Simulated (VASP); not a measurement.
These are PBEsol GGA, VASP's PBE PAW potentials (set 64) (plane waves; VASP) values and carry that method's errors.

VASP ran on this input.

File POSCAR:
```
CdMg3Te4
1
   -0.0000000000     3.2282124872     3.2282124872
    3.2282124872     0.0000000000     3.2282124872
   12.8943515842    12.8943515842     0.0184983646
Mg Te Cd
3 4 1
Direct
  0.9982652955   0.9982652955   0.0013010283
  0.9998716854   0.9998716854   0.2500962360
  0.0001156319   0.0001156319   0.4999132761
  0.2498982188   0.2498982188   0.0625763359
  0.2502738538   0.2502738538   0.3122946096
  0.2525762987   0.2525762987   0.5605677760
  0.2479958862   0.2479958862   0.8140030853
  0.0010031298   0.0010031298   0.7492476527
```

### INCAR
```
SYSTEM = CdMg3Te4
PREC = Accurate
ENCUT = 400
EDIFF = 1E-7
NELM = 100
ALGO = Normal
LREAL = .FALSE.
LASPH = .TRUE.
ISMEAR = -5
GGA = PS
LMAXMIX = 4
LWAVE = .FALSE.
LCHARG = .TRUE.
LORBIT = 11
NEDOS = 601
ISIF = 2
LEFG = .TRUE.
```

KPOINTS:
```
Automatic mesh
0
Gamma
7 7 2
0 0 0
```

POTCAR, in this order: Mg Te Cd (PBE.64 set). Program: vasp_std.

The run wrote:

File OSZICAR:
```
       N       E                     dE             d eps       ncg     rms          rms(c)
DAV:   1     0.189601901234E+03    0.18960E+03   -0.13754E+04  1664   0.104E+03
DAV:   2    -0.135950736997E+02   -0.20320E+03   -0.19937E+03  2104   0.212E+02
DAV:   3    -0.268306888808E+02   -0.13236E+02   -0.13213E+02  1948   0.591E+01
DAV:   4    -0.270777400813E+02   -0.24705E+00   -0.24696E+00  2396   0.814E+00
DAV:   5    -0.270800738008E+02   -0.23337E-02   -0.23336E-02  2040   0.874E-01    0.722E+00
DAV:   6    -0.262682946381E+02    0.81178E+00   -0.16568E+00  1868   0.902E+00    0.555E+00
DAV:   7    -0.261542205985E+02    0.11407E+00   -0.80389E-01  2046   0.381E+00    0.219E+00
DAV:   8    -0.261560430360E+02   -0.18224E-02   -0.44747E-02  1854   0.186E+00    0.865E-01
DAV:   9    -0.261557485911E+02    0.29444E-03   -0.66964E-03  1978   0.591E-01    0.219E-01
DAV:  10    -0.261557984309E+02   -0.49840E-04   -0.20543E-03  1960   0.326E-01    0.719E-02
DAV:  11    -0.261558225125E+02   -0.24082E-04   -0.22446E-04  1952   0.841E-02    0.316E-02
DAV:  12    -0.261558663138E+02   -0.43801E-04   -0.39421E-05  2024   0.305E-02    0.151E-02
DAV:  13    -0.261558775346E+02   -0.11221E-04   -0.15408E-05  1988   0.243E-02    0.445E-03
DAV:  14    -0.261558782893E+02   -0.75468E-06   -0.11117E-06  2078   0.664E-03    0.342E-03
DAV:  15    -0.261558784281E+02   -0.13882E-06   -0.64133E-07  1734   0.393E-03    0.820E-04
DAV:  16    -0.261558784537E+02   -0.25618E-07   -0.18069E-08  1286   0.802E-04
   1 F= -.26155878E+02 E0= -.26155878E+02  d E =0.000000E+00
```

**OUTCAR**
```
------------------------ aborting loop because EDIFF is reached ----------------------------------------
  FORCE on cell =-STRESS in cart. coord.  units (eV):
  Direction    XX          YY          ZZ          XY          YZ          ZX
  --------------------------------------------------------------------------------------
  Total       -0.0216675     -0.0216675     -0.0216675      0.0063620     -0.0063620     -0.0063620
  in kB       -0.1292637     -0.1292637     -0.1292637      0.0379546     -0.0379546     -0.0379546
  external PRESSURE =      -0.1292637 kB  Pullay stress =       0.0000000 kB
  volume of cell :      268.56
      direct lattice vectors                 reciprocal lattice vectors
     0.000000000  3.228212487  3.228212487    -0.154995655  0.154773297  0.154995655
     3.228212487  0.000000000  3.228212487     0.154773297 -0.154995655  0.154995655
    12.894351584 12.894351584  0.018498365     0.038804503  0.038804503 -0.038804503
 POSITION                                       TOTAL-FORCE (eV/Angst)
 -----------------------------------------------------------------------------------
      3.23939      3.23939      6.44525        -0.000703     -0.000703      0.000703
      6.45263      6.45263      6.46022         0.006361      0.006361     -0.006361
      6.44643      6.44643      0.00999        -0.001104     -0.001104      0.001104
      1.61361      1.61361      1.61461         0.004024      0.004024     -0.004024
      4.83477      4.83477      1.62165        -0.007595     -0.007595      0.007595
      8.04353      8.04353      1.64111        -0.010571     -0.010571      0.010571
     11.29663     11.29663      1.61622         0.009102      0.009102     -0.009102
      9.66430      9.66430      0.02034         0.000485      0.000485     -0.000485
 -----------------------------------------------------------------------------------
    total drift:                                0.000290      0.000290     -0.000292
  FREE ENERGIE OF THE ION-ELECTRON SYSTEM (eV)
  ---------------------------------------------------
  free  energy   TOTEN  =       -26.1558784537 eV

  energy  without entropy=      -26.1558784537  energy(sigma->0) =      -26.15587845

 total charge

# of ion       s       p       d       tot
------------------------------------------
    1        0.174   0.130   0.024   0.327
    2        0.173   0.128   0.023   0.325
    3        0.174   0.130   0.024   0.328
    4        1.339   2.148   0.010   3.496
    5        1.339   2.146   0.010   3.495
    6        1.341   2.125   0.013   3.479
    7        1.348   2.074   0.019   3.441
    8        0.470   0.319   9.525  10.314
--------------------------------------------------
tot          6.358   9.199   9.648  25.205
```
(Selected blocks of OUTCAR.)

The structure was generated: CdMg3Te4 was put into an ordered model structure (R3m), which need not be its known phase. It was relaxed first.
